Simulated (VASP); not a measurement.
# Mn3Zn (I4/mmm) in VASP: further runs

One crystal, Mn3Zn, is run at these levels: PBE; tasks: single point.

Program: VASP 6.6.1. These are calculated values, not measurements. Logs are shortened: lines on timing, memory, paths and dates and some standing lists are left out, and cuts for length are marked.

### 1 The structure

The structure is tetragonal, space group I4/mmm (No. 139). The conventional cell has a = 3.509 Å, b = 3.509 Å, c = 7.644 Å, α = 90.00°, β = 90.00°, γ = 90.00°. Mn (site symmetry -4m2) is surrounded by 8 Mn at 2.48 to 2.59 Å and 4 Zn at 2.59 Å. Around Mn (site symmetry 4/mmm) lie 4 Zn at 2.48 Å and 8 Mn at 2.59 Å. Zn (site symmetry 4/mmm) has 12 Mn at 2.48 to 2.59 Å as nearest neighbours.

The cell comes from a database or a generator and needn't be the stable form of this composition.

### 2 Single point, PBE, collinear spin, typed start

INCAR

```
ALGO = Normal ; EDIFF = 1E-6
ENCUT = 520 ; GGA = PE
ISIF = 2 ; ISMEAR = 0
ISPIN = 2 ; LASPH = True
LCHARG = True ; LELF = True
LMAXMIX = 4 ; LORBIT = 11
LREAL = False ; LVHAR = True
LWAVE = False ; MAGMOM = 4 4 4 0
NBANDS = 38 ; NELM = 150
PREC = Accurate ; SIGMA = 0.1
```

KPOINTS

```
k-points
0
Gamma
  6 6 6
```

POSCAR

```
Mn3Zn
1.0
   -1.7544100000      1.7544100000      3.8217990000
    1.7544100000     -1.7544100000      3.8217990000
    1.7544100000      1.7544100000     -3.8217990000
Mn Zn
3 1
Direct
    0.7500000000      0.2500000000      0.5000000000
    0.2500000000      0.7500000000      0.5000000000
    0.5000000000      0.5000000000      0.0000000000
    0.0000000000      0.0000000000      0.0000000000
```

Potentials or basis: VASP PAW PBE potentials, release 64 (Mn_pv, Zn).

On the command line:

```bash
cat potpaw_PBE.64/Mn_pv/POTCAR potpaw_PBE.64/Zn/POTCAR > POTCAR
mpirun -np 1 vasp_std > vasp.out
```

OUTCAR:

```text
EDIFF = 1E-6
   ENCUT = 520
   GGA = PE
   ISIF = 2
   ISMEAR = 0
   ISPIN = 2
   LASPH = True
   LORBIT = 11
   LREAL = False
   NELM = 150
   PREC = Accurate

 ion  position               nearest neighbor table
   1  0.750  0.250  0.500-   2 2.48   2 2.48   2 2.48   2 2.48   4 2.59   3 2.59   4 2.59   4 2.59
                             3 2.59   3 2.59   4 2.59   3 2.59
   2  0.250  0.750  0.500-   1 2.48   1 2.48   1 2.48   1 2.48   4 2.59   3 2.59   4 2.59   3 2.59
                             4 2.59   4 2.59   3 2.59   3 2.59
   3  0.500  0.500  0.000-   4 2.48   4 2.48   4 2.48   4 2.48   2 2.59   1 2.59   2 2.59   1 2.59
                             2 2.59   2 2.59   1 2.59   1 2.59
   4  0.000  0.000  0.000-   3 2.48   3 2.48   3 2.48   3 2.48   2 2.59   1 2.59   2 2.59   2 2.59
                             1 2.59   1 2.59   2 2.59   1 2.59

  LATTYP: Found a body centered tetragonal cell.
 ALAT       =     3.5088200000
 C/A-ratio  =     2.1783955860

  Lattice vectors:

 A1 = (  -1.7544100000,   1.7544100000,   3.8217990000)
 A2 = (   1.7544100000,  -1.7544100000,   3.8217990000)
 A3 = (   1.7544100000,   1.7544100000,  -3.8217990000)

Analysis of symmetry for initial positions (statically):
=====================================================================
 Subroutine PRICEL returns:
 Original cell was already a primitive cell.

 Routine SETGRP: Setting up the symmetry group for a
 body centered tetragonal supercell.

 Subroutine GETGRP returns: Found 16 space group operations
 (whereof 16 operations were pure point group operations)
 out of a pool of 16 trial point group operations.

The static configuration has the point symmetry D_4h.

Analysis of symmetry for dynamics (positions and initial velocities):
=====================================================================
 Subroutine PRICEL returns:
 Original cell was already a primitive cell.

 Routine SETGRP: Setting up the symmetry group for a
 body centered tetragonal supercell.

 Subroutine GETGRP returns: Found 16 space group operations
 (whereof 16 operations were pure point group operations)
 out of a pool of 16 trial point group operations.

The dynamic configuration has the point symmetry D_4h.

Analysis of structural, dynamic, and magnetic symmetry:
=====================================================================
 Subroutine PRICEL returns:
 Original cell was already a primitive cell.

[... 139 lines left out ...]
   IVDW    =     0    specifies the selected vdW correction
   LEPSILON=     F    determine dielectric tensor
   LRPA    =     F    only Hartree local field effects (RPA)
 spin polarized calculation
 Gauss-broadening in eV      SIGMA  =   0.10
  energy-cutoff  :      520.00
  volume of cell :       47.05
 maximum number of plane-waves:      1307
 NGX is ok and might be reduce to    36
   NGX = 17   NGY = 17   NGZ = 17

 number of electron      51.0000000 magnetization      12.0000000

 number of electron      50.9999993 magnetization       3.5819128

 Free energy of the ion-electron system (eV)
  ---------------------------------------------------
  ext. energy  EPLUGINS =         0.00000000
  ---------------------------------------------------
  free energy    TOTEN  =       -27.25172187 eV

  energy without entropy =      -27.22701610  energy(sigma->0) =      -27.23936899

 E-fermi :   8.0122     XC(G=0): -13.3273

 val. band max:        7.9967572571   @ k =  -0.3333  -0.3333   0.1667
 cond. band min:       8.0133854780   @ k =  -0.1667  -0.3333   0.1667
 fundamental gap:      0.0166282209
 Fermi energy:         8.0121646768

 spin component 1

 k-point     1 :       0.0000    0.0000    0.0000
  band No.  band energies     occupation
      1     -40.5757      1.00000
      2     -40.5757      1.00000
      3     -40.5071      1.00000
      4     -40.5037      1.00000
      5     -40.5037      1.00000
      6     -40.2662      1.00000
[... 949 lines left out ...]
     36      19.2292      0.00000
     37      19.4220      0.00000

 [... further k-points ...]

 spin component 2

 k-point     1 :       0.0000    0.0000    0.0000
  band No.  band energies     occupation
      1     -39.3492      1.00000
      2     -39.3492      1.00000
      3     -39.3124      1.00000
      4     -39.1543      1.00000
      5     -39.0092      1.00000
      6     -39.0092      1.00000
[... 949 lines left out ...]
     36      19.6894      0.00000
     37      19.6956      0.00000

 [... further k-points ...]

 [bands above 37 left out]

------------------------ aborting loop because EDIFF is reached ----------------------------------------

  FORCE on cell =-STRESS in cart. coord.  units (eV):
  Direction    XX          YY          ZZ          XY          YZ          ZX
  --------------------------------------------------------------------------------------
  -------------------------------------------------------------------------------------
  Total       -0.3423517     -0.3423517     -0.1736821      0.0000000      0.0000000      0.0000000
  in kB      -11.6571681    -11.6571681     -5.9139207      0.0000000      0.0000000      0.0000000
  external PRESSURE =      -9.7427523 kB  Pullay stress =       0.0000000 kB

 VOLUME and BASIS-vectors are now :
 -----------------------------------------------------------------------------
  energy-cutoff  :      520.00
  volume of cell :       47.05
      direct lattice vectors                 reciprocal lattice vectors
    -1.754410000  1.754410000  3.821799000     0.000000000  0.284996096  0.130828440
     1.754410000 -1.754410000  3.821799000     0.284996096  0.000000000  0.130828440
     1.754410000  1.754410000 -3.821799000     0.284996096  0.284996096  0.000000000

 POSITION                                       TOTAL-FORCE (eV/Angst)
 -----------------------------------------------------------------------------------
      0.00000      1.75441      1.91090        -0.000000     -0.000000      0.000000
      1.75441      0.00000      1.91090         0.000000     -0.000000     -0.000000
      0.00000      0.00000      3.82180        -0.000000      0.000000      0.000000
      0.00000      0.00000      0.00000        -0.000000      0.000000      0.000000
 -----------------------------------------------------------------------------------
    total drift:                               -0.000000      0.000000      0.000000

  FREE ENERGIE OF THE ION-ELECTRON SYSTEM (eV)
  ---------------------------------------------------
  free  energy   TOTEN  =       -27.2517218733 eV

  energy  without entropy=      -27.2270160967  energy(sigma->0) =      -27.23936899

 total charge

# of ion       s       p       d       tot
------------------------------------------
    1        0.375   6.317   5.126  11.817
    2        0.375   6.317   5.126  11.817
    3        0.355   6.330   5.118  11.804
    4        0.663   0.696   9.731  11.090
--------------------------------------------------
tot          1.768  19.659  25.102  46.528

 magnetization (x)

# of ion       s       p       d       tot
------------------------------------------
    1       -0.002  -0.013   1.053   1.038
    2       -0.002  -0.013   1.053   1.038
    3        0.000   0.001   1.530   1.532
    4       -0.019  -0.040   0.025  -0.034
--------------------------------------------------
tot         -0.022  -0.065   3.661   3.574
```

OSZICAR:

```text
N       E                     dE             d eps       ncg     rms          rms(c)
DAV:   1     0.560325601040E+03    0.56033E+03   -0.27640E+04  4656   0.198E+03
DAV:   2     0.132842958292E+02   -0.54704E+03   -0.52020E+03  4578   0.516E+02
DAV:   3    -0.279249445874E+02   -0.41209E+02   -0.40203E+02  4782   0.153E+02
[... 12 lines left out ...]
DAV:  16    -0.272516096257E+02   -0.61771E-03   -0.45672E-03  5948   0.603E-01    0.556E-02
DAV:  17    -0.272517073299E+02   -0.97704E-04   -0.71550E-04  4734   0.175E-01    0.265E-02
DAV:  18    -0.272517144674E+02   -0.71376E-05   -0.25298E-05  4998   0.383E-02    0.175E-02
DAV:  19    -0.272517205550E+02   -0.60876E-05   -0.40685E-05  4590   0.738E-02    0.599E-03
DAV:  20    -0.272517216244E+02   -0.10694E-05   -0.25229E-06  4088   0.120E-02    0.252E-03
DAV:  21    -0.272517218733E+02   -0.24891E-06   -0.59128E-07  2466   0.679E-03
   1 F= -.27251722E+02 E0= -.27239369E+02  d E =-.247058E-01  mag=     3.5818
```

stdout:

```text
POSCAR found type information on POSCAR MnZn
 POSCAR found :  2 types and       4 ions
 scaLAPACK will be used
 LDA part: xc-table for (Slater+PW92), standard interpolation
 POSCAR, INCAR and KPOINTS ok, starting setup
 FFT: planning ... GRIDC
 FFT: planning ... GRID_SOFT
 FFT: planning ... GRID
 WAVECAR not read
 entering main loop
```

Run time: 98 s. Hardware: 1 thread of Intel Xeon Platinum 8559C (Emerald Rapids), shared host; peak memory 0.29 GiB.

What came out:

```yaml
Free_energy: -27.2517 eV
Pressure: -1.0 GPa
Band_gap_on_the_k_mesh: none (metal or under the smearing width)
Net_moment: 3.58 μB per cell
Site_moments: Mn +1.04, +1.53; Zn -0.03 μB
Valence_electrons_inside_the_program's_atomic_spheres: Mn 11.82, 11.80; Zn 11.09
```

Stress tensor (GPa, compression positive):
```
-1.17  0.00  0.00
 0.00 -1.17  0.00
 0.00  0.00 -0.59
```

Levels at points of the mesh, in eV from the Fermi level:
Spin up:
```tsv
k point	band 24	band 25	band 26	band 27	band 28	band 29	band 30	band 31
(0.00, 0.00, 0.00)	-0.59	-0.57	-0.17	0.56	0.58	0.58	0.84	1.82
(0.50, 0.00, 0.00)	-0.97	-0.77	-0.67	-0.45	-0.38	-0.38	0.79	0.99
(0.50, 0.50, 0.00)	-1.01	-0.66	-0.50	-0.20	-0.13	0.24	0.63	0.86
(0.50, 0.50, 0.50)	-0.37	-0.07	-0.07	0.53	0.82	0.82	0.82	1.82
```
Spin down:
```
           k point  band 20  band 21  band 22  band 23  band 24  band 25  band 26  band 27  band 28  band 29
(0.00, 0.00, 0.00)    -1.76    -0.67    -0.67    -0.46     0.90     0.92     1.12     1.16     1.53     1.53
(0.50, 0.00, 0.00)    -1.50    -1.50    -0.56    -0.22    -0.07     0.07     0.67     0.78     0.87     1.19
(0.50, 0.50, 0.00)    -1.37    -0.89    -0.68    -0.62    -0.09     0.32     0.78     1.20     1.22     1.24
(0.50, 0.50, 0.50)    -1.86    -1.49    -0.52     0.86     0.86     0.91     1.58     1.80     1.80     2.12
```

Caveat: the k mesh is coarse (spacing up to 0.42 Å⁻¹), so the values aren't converged.

### 3 Single point, PBE, collinear spin, typed start

INCAR

```
SYSTEM = Mn3Zn
PREC = Accurate
ENCUT = 520
EDIFF = 1E-6
ISMEAR = 1
SIGMA = 0.1
LREAL = .FALSE.
LASPH = .TRUE.
NELM = 150
ALGO = Normal
ISIF = 2
LWAVE = .FALSE.
LCHARG = .FALSE.
ISPIN = 2
MAGMOM = 1.13 1.13 1.63 0
LORBIT = 11
LMAXMIX = 4
GGA = PE
NBANDS = 38
```

KPOINTS

```
regular mesh
0
G
  6 6 6
  0 0 0
```

POSCAR is that of step 2.

Potentials or basis: VASP PAW PBE potentials, release 64 (Mn_pv, Zn).

On the command line:

```bash
cat potpaw_PBE.64/Mn_pv/POTCAR potpaw_PBE.64/Zn/POTCAR > POTCAR
mpirun -np 1 vasp_std > vasp.out
```

Wall time 75 s (1 thread of Intel Xeon Platinum 8559C (Emerald Rapids), shared host); peak memory 0.28 GiB.

Results (log left out):

```
Free energy                                           : -27.2394 eV
Pressure                                              : -1.0 GPa
Band gap on the k mesh                                : none (metal or under the smearing width)
Net moment                                            : 3.60 μB per cell
Site moments                                          : Mn +1.04, +1.55; Zn -0.03 μB
Valence electrons inside the program's atomic spheres : Mn 11.82, 11.80; Zn 11.09
```

Stress tensor (GPa, compression positive):
```
-1.32  0.00  0.00
 0.00 -1.32  0.00
 0.00  0.00 -0.20
```

Levels at points of the mesh, in eV from the Fermi level:
Spin up:
```csv
k point,band 24,band 25,band 26,band 27,band 28,band 29,band 30,band 31
"(0.00, 0.00, 0.00)",-0.60,-0.57,-0.16,0.56,0.59,0.59,0.85,1.84
"(0.50, 0.00, 0.00)",-0.96,-0.76,-0.67,-0.44,-0.38,-0.37,0.79,0.99
"(0.50, 0.50, 0.00)",-1.01,-0.66,-0.50,-0.19,-0.13,0.25,0.64,0.86
"(0.50, 0.50, 0.50)",-0.37,-0.07,-0.07,0.53,0.82,0.82,0.83,1.84
```
Spin down:
| k point | band 22 | band 23 | band 24 | band 25 | band 26 | band 27 |
| --- | --- | --- | --- | --- | --- | --- |
| (0.00, 0.00, 0.00) | -0.66 | -0.44 | 0.91 | 0.93 | 1.12 | 1.18 |
| (0.50, 0.00, 0.00) | -0.55 | -0.21 | -0.06 | 0.08 | 0.68 | 0.79 |
| (0.50, 0.50, 0.00) | -0.67 | -0.61 | -0.09 | 0.33 | 0.80 | 1.22 |
| (0.50, 0.50, 0.50) | -0.51 | 0.87 | 0.87 | 0.91 | 1.60 | 1.81 |

Caveat: the k mesh is coarse (spacing up to 0.42 Å⁻¹), so the values aren't converged.
